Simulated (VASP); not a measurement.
```yaml
crystal:
  lattice:
    - [1.61546, -4.54481, 0.00000]
    - [1.61546, 4.54481, 0.00000]
    - [0.00000, 0.00000, 3.23829]
  atoms:
    - { symbol: P, position: [0.12112, 0.87888, 0.00022] }
    - { symbol: P, position: [0.37888, 0.62112, 0.50022] }
    - { symbol: P, position: [0.62112, 0.37888, 0.49978] }
    - { symbol: P, position: [0.87888, 0.12112, 0.99978] }
```

These are LDA (Ceperley-Alder, Perdew-Zunger), VASP's LDA PAW potentials (set 64) (plane waves; VASP) values and carry that method's errors. Run with 500 eV cut-off, 10×10×9 Γ-centred mesh, first-order Methfessel-Paxton smearing of 0.10 eV, potentials P.

Predict the energy per atom (σ→0), pressure, band gap (on the k-mesh) with the smallest direct gap where there is one.

```
Property                                                     Value
------------------------  ----------------------------------------
band gap (on the k-mesh)  none (metal, semimetal or under 0.01 eV)
energy per atom (σ→0)                               -5.678 eV/atom
pressure                                                 29.98 GPa
```

The absolute energy has meaning only against runs of the same code, potentials and settings.

The compound is P in the black structure. It was relaxed first under an external pressure of 30 GPa.
